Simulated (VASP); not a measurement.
# W7S16 (a cell with a defect) in VASP: further runs, part 2 of 3

VASP 6.6.1.

**4. Single point, PBEsol**

File INCAR:

```
ALGO = Normal ; EDIFF = 1E-5
ENCUT = 350 ; GGA = PS
ISIF = 2 ; ISMEAR = 0
KPAR = 4 ; LASPH = T
LCHARG = F ; LORBIT = 11
LREAL = Auto ; LWAVE = F
NBANDS = 114 ; NELECT = 195.0
NELM = 120 ; PREC = Accurate
SIGMA = 0.03
```

File KPOINTS:

```
k-points
0
Gamma
  3 3 2
```

File POSCAR:

```
W7S16
1.0
    6.3064000000      0.0000000000      0.0000000000
   -3.1532000000      5.4615026064      0.0000000000
    0.0000000000      0.0000000000     12.3230000000
W S
7 16
Direct
    0.1666666667      0.8333333333      0.2500000000
    0.6666666667      0.3333333333      0.2500000000
    0.6666666667      0.8333333333      0.2500000000
    0.3333333333      0.1666666667      0.7500000000
    0.3333333333      0.6666666667      0.7500000000
    0.8333333333      0.1666666667      0.7500000000
    0.8333333333      0.6666666667      0.7500000000
    0.1666666667      0.3333333333      0.6225000000
    0.1666666667      0.8333333333      0.6225000000
    0.6666666667      0.3333333333      0.6225000000
    0.6666666667      0.8333333333      0.6225000000
    0.3333333333      0.1666666667      0.1225000000
    0.3333333333      0.6666666667      0.1225000000
    0.8333333333      0.1666666667      0.1225000000
    0.8333333333      0.6666666667      0.1225000000
    0.1666666667      0.3333333333      0.8775000000
    0.1666666667      0.8333333333      0.8775000000
    0.6666666667      0.3333333333      0.8775000000
    0.6666666667      0.8333333333      0.8775000000
    0.3333333333      0.1666666667      0.3775000000
    0.3333333333      0.6666666667      0.3775000000
    0.8333333333      0.1666666667      0.3775000000
    0.8333333333      0.6666666667      0.3775000000
```

Potentials or basis: VASP PAW PBE potentials, release 64 (W_sv, S).

Launch:

```bash
$ cat potpaw_PBE.64/W_sv/POTCAR potpaw_PBE.64/S/POTCAR > POTCAR
$ mpirun -np 4 vasp_std > vasp.out
```

OUTCAR:

```text
EDIFF = 1E-5
   ENCUT = 350
   GGA = PS
   ISIF = 2
   ISMEAR = 0
   LASPH = T
   LORBIT = 11
   LREAL = Auto
   NELECT = 195.0
   NELM = 120
   PREC = Accurate

 ion  position               nearest neighbor table
   1  0.167  0.833  0.250-  13 2.40  21 2.40  20 2.40  12 2.40  15 2.40  23 2.40   2 3.15   2 3.15
                             3 3.15   3 3.15
   2  0.667  0.333  0.250-  14 2.40  22 2.40  15 2.40  23 2.40  12 2.40  20 2.40   1 3.15   3 3.15
                             3 3.15   1 3.15
   3  0.667  0.833  0.250-  15 2.40  23 2.40  22 2.40  14 2.40  13 2.40  21 2.40   2 3.15   2 3.15
                             1 3.15   1 3.15
   4  0.333  0.167  0.750-   8 2.40  16 2.40   9 2.40  17 2.40  10 2.40  18 2.40   5 3.15   7 3.15
                             5 3.15   7 3.15   6 3.15   6 3.15
   5  0.333  0.667  0.750-   9 2.40  17 2.40  16 2.40   8 2.40  11 2.40  19 2.40   4 3.15   6 3.15
                             4 3.15   6 3.15   7 3.15   7 3.15
   6  0.833  0.167  0.750-  10 2.40  18 2.40  11 2.40  19 2.40   8 2.40  16 2.40   5 3.15   7 3.15
                             7 3.15   5 3.15   4 3.15   4 3.15
   7  0.833  0.667  0.750-  11 2.40  19 2.40  18 2.40  10 2.40   9 2.40  17 2.40   4 3.15   6 3.15
                             6 3.15   4 3.15   5 3.15   5 3.15
[... 913 lines left out ...]
  -------------------------------------------------------------------------------------
  Total        6.5787495      6.5787495      5.6117269      0.0000000     -0.0000000      0.0000000
  in kB       24.8338371     24.8338371     21.1834653      0.0000000     -0.0000000      0.0000000
  external PRESSURE =      23.6170465 kB  Pullay stress =       0.0000000 kB

 VOLUME and BASIS-vectors are now :
 -----------------------------------------------------------------------------
  energy-cutoff  :      350.00
  volume of cell :      424.43
      direct lattice vectors                 reciprocal lattice vectors
     6.306400000  0.000000000  0.000000000     0.158569073  0.091549897  0.000000000
    -3.153200000  5.461502606  0.000000000     0.000000000  0.183099794  0.000000000
     0.000000000  0.000000000 12.323000000     0.000000000  0.000000000  0.081149071

 POSITION                                       TOTAL-FORCE (eV/Angst)
 -----------------------------------------------------------------------------------
     -1.57660      4.55125      3.08075         0.765010      0.441679      0.000000
      3.15320      1.82050      3.08075         0.000000     -0.883358      0.000000
      1.57660      4.55125      3.08075        -0.765010      0.441679      0.000000
      1.57660      0.91025      9.24225        -0.033328      0.019242      0.000000
     -0.00000      3.64100      9.24225         0.000000     -0.038484      0.000000
      4.72980      0.91025      9.24225         0.033328      0.019242      0.000000
[... 15 lines left out ...]
      4.72980      0.91025      4.65193         0.064557      0.037272     -0.525621
      3.15320      3.64100      4.65193         0.000000     -0.000000     -0.362625
 -----------------------------------------------------------------------------------
    total drift:                                0.000000     -0.000000      0.000000

  FREE ENERGIE OF THE ION-ELECTRON SYSTEM (eV)
  ---------------------------------------------------
  free  energy   TOTEN  =      -174.9240797430 eV

  energy  without entropy=     -174.9139309245  energy(sigma->0) =     -174.91900533

 total charge

# of ion       s       p       d       tot
------------------------------------------
    1        2.336   6.329   3.368  12.033
    2        2.336   6.329   3.368  12.033
    3        2.336   6.329   3.368  12.033
    4        2.326   6.337   3.433  12.096
    5        2.326   6.337   3.433  12.096
    6        2.326   6.337   3.433  12.096
[... 15 lines left out ...]
   22        1.363   2.294   0.000   3.657
   23        1.354   2.346   0.000   3.700
--------------------------------------------------
tot         38.065  81.545  23.838 143.448
```

OSZICAR:

```text
N       E                     dE             d eps       ncg     rms          rms(c)
DAV:   1     0.180210251384E+04    0.18021E+04   -0.84221E+04  1552   0.127E+03
DAV:   2    -0.317377123389E+02   -0.18338E+04   -0.17823E+04  1604   0.394E+02
DAV:   3    -0.180045334137E+03   -0.14831E+03   -0.14445E+03  1696   0.108E+02
DAV:   4    -0.185610864315E+03   -0.55655E+01   -0.55176E+01  1608   0.206E+01
DAV:   5    -0.185810332922E+03   -0.19947E+00   -0.19905E+00  1792   0.377E+00    0.719E+01
DAV:   6    -0.178138338842E+03    0.76720E+01   -0.74844E+01  1660   0.236E+01    0.339E+01
DAV:   7    -0.177969670030E+03    0.16867E+00   -0.53516E+01  1646   0.170E+01    0.172E+01
DAV:   8    -0.174940271201E+03    0.30294E+01   -0.10967E+01  1580   0.826E+00    0.549E+00
DAV:   9    -0.174937703256E+03    0.25679E-02   -0.92700E-01  1648   0.254E+00    0.207E+00
DAV:  10    -0.174929922773E+03    0.77805E-02   -0.56130E-02  1684   0.686E-01    0.124E+00
DAV:  11    -0.174924384279E+03    0.55385E-02   -0.35089E-02  1736   0.567E-01    0.614E-01
DAV:  12    -0.174924067339E+03    0.31694E-03   -0.33616E-03  1644   0.203E-01    0.269E-01
DAV:  13    -0.174924078904E+03   -0.11565E-04   -0.60377E-04  1768   0.940E-02    0.139E-01
DAV:  14    -0.174924077240E+03    0.16634E-05   -0.15555E-04  1708   0.605E-02    0.712E-02
DAV:  15    -0.174924079743E+03   -0.25026E-05   -0.35869E-05  1432   0.299E-02
   1 F= -.17492408E+03 E0= -.17491901E+03  d E =-.101488E-01
```

stdout:

```text
POSCAR found type information on POSCAR W S
 POSCAR found :  2 types and      23 ions
 scaLAPACK will be used
 -----------------------------------------------------------------------------
|                                                                             |
|                                                                             |
|     You enforced a specific xc type in the INCAR file but a different       |
|     I HOPE YOU KNOW WHAT YOU ARE DOING!                                     |
|                                                                             |
 -----------------------------------------------------------------------------

 LDA part: xc-table for (Slater+PW92), standard interpolation
 POSCAR, INCAR and KPOINTS ok, starting setup
 FFT: planning ... GRIDC
 FFT: planning ... GRID_SOFT
 FFT: planning ... GRID
 WAVECAR not read
 entering main loop
 the old and the new charge density differ
 old charge density:   194.00000 new  195.00000
BRMIX: very serious problems
 the old and the new charge density differ
 old charge density:   194.00000 new  195.00000
BRMIX: very serious problems
 the old and the new charge density differ
 old charge density:   194.00000 new  195.00000
BRMIX: very serious problems
 the old and the new charge density differ
 old charge density:   194.00000 new  195.00000
    0.719E+01
```

Run time: 1.7 min. Hardware: 4 MPI ranks of Intel Xeon 6975P-C (Granite Rapids), shared host; peak memory 0.39 GiB.

What came out:

| Property | Result |
| --- | --- |
| Free energy | -174.9241 eV |
| Largest force | 0.883 eV/Å |
| Band gap on the k mesh | none (metal or under the smearing width) |
| Valence electrons inside the program's atomic spheres | W 12.03, 12.10; S 3.70, 3.66 |

Forces on the atoms (eV/Å):
```
W    0.765  0.442  0.000
W    0.000 -0.883  0.000
W   -0.765  0.442  0.000
W   -0.033  0.019  0.000
W    0.000 -0.038  0.000
W    0.033  0.019  0.000
W    0.000  0.000  0.000
S    0.000  0.000  0.071
S    0.016  0.009  0.034
S    0.000 -0.018  0.034
S   -0.016  0.009  0.034
S   -0.065  0.037  0.526
S    0.000 -0.075  0.526
S    0.065  0.037  0.526
S    0.000  0.000  0.363
S    0.000  0.000 -0.071
S    0.016  0.009 -0.034
S    0.000 -0.018 -0.034
S   -0.016  0.009 -0.034
S   -0.065  0.037 -0.526
S    0.000 -0.075 -0.526
S    0.065  0.037 -0.526
S    0.000  0.000 -0.363
```

Caveat: the k mesh is coarse (spacing up to 0.38 Å⁻¹), so the values aren't converged; the cell is charged against a uniform background, so pressure and absolute levels hang on convention; the PAW data sets were made with another functional, which shifts forces and pressure a little.

**5. Single point, PBEsol, collinear spin, ferromagnetic start**

File INCAR:

```
ALGO = All ; EDIFF = 1E-5
ENCUT = 350 ; GGA = PS
ISIF = 2 ; ISMEAR = 0
ISPIN = 2 ; ISYM = 0
KPAR = 4 ; LASPH = T
LCHARG = F ; LMAXMIX = 4
LORBIT = 11 ; LREAL = Auto
LWAVE = F ; MAGMOM = 0 0 0 0 0 0 0 0 0 0 0 0.5 0.5 0.5 0 0 0 0 0 0.5 0.5 0.5 0
NBANDS = 118 ; NELECT = 195.0
NELM = 120 ; PREC = Accurate
SIGMA = 0.03
```

KPOINTS is that of step 4.

POSCAR is that of step 4.

Launch:

```bash
$ cat potpaw_PBE.64/W_sv/POTCAR potpaw_PBE.64/S/POTCAR > POTCAR
$ mpirun -np 4 vasp_std > vasp.out
```

Wall time 5.4 min (4 MPI ranks of Intel Xeon 6975P-C (Granite Rapids), shared host); peak memory 1.1 GiB.

It converged, with:

| Quantity | Value |
| --- | --- |
| Free energy | -174.9444 eV |
| Largest force | 0.904 eV/Å |
| Band gap on the k mesh | none (metal or under the smearing width) |
| Net moment | 0.78 μB per cell |
| Site moments | W -0.00, +0.00; S +0.00, -0.00, +0.09 μB |
| Valence electrons inside the program's atomic spheres | W 12.03, 12.10; S 3.70, 3.66 |

Forces in eV/Å, atoms in the order of the input:
```
W    0.783  0.452 -0.007
W    0.000 -0.904 -0.007
W   -0.783  0.452 -0.007
W   -0.035  0.020  0.005
W    0.000 -0.040  0.005
W    0.035  0.020  0.005
W    0.000  0.000  0.005
S    0.000  0.000  0.073
S    0.015  0.009  0.037
S    0.000 -0.017  0.037
S   -0.015  0.009  0.037
S   -0.056  0.032  0.527
S    0.000 -0.065  0.527
S    0.056  0.032  0.527
S    0.000  0.000  0.365
S    0.000  0.000 -0.068
S    0.015  0.009 -0.033
S    0.000 -0.017 -0.033
S   -0.015  0.009 -0.033
S   -0.056  0.033 -0.531
S    0.000 -0.065 -0.531
S    0.056  0.033 -0.531
S    0.000  0.000 -0.369
```

Levels at points of the mesh, in eV from the Fermi level:
Spin up:
```csv
k point,band 94,band 95,band 96,band 97,band 98,band 99,band 100,band 101,band 102,band 103
"(0.00, 0.00, 0.00)",-1.13,-0.84,-0.59,-0.59,0.22,0.22,0.89,1.66,1.66,1.68
"(0.00, 0.00, 0.50)",-1.05,-0.75,-0.59,-0.59,0.23,0.23,0.93,1.65,1.65,1.68
```
Spin down:
```csv
k point,band 95,band 96,band 97,band 98,band 99,band 100
"(0.00, 0.00, 0.00)",-0.83,-0.54,-0.54,0.44,0.44,0.95
"(0.00, 0.00, 0.50)",-0.72,-0.54,-0.54,0.45,0.45,1.00
```

Caveat: the k mesh is coarse (spacing up to 0.38 Å⁻¹), so the values aren't converged; the cell is charged against a uniform background, so pressure and absolute levels hang on convention; the PAW data sets were made with another functional, which shifts forces and pressure a little.

(Continued in part 3 of 3.)
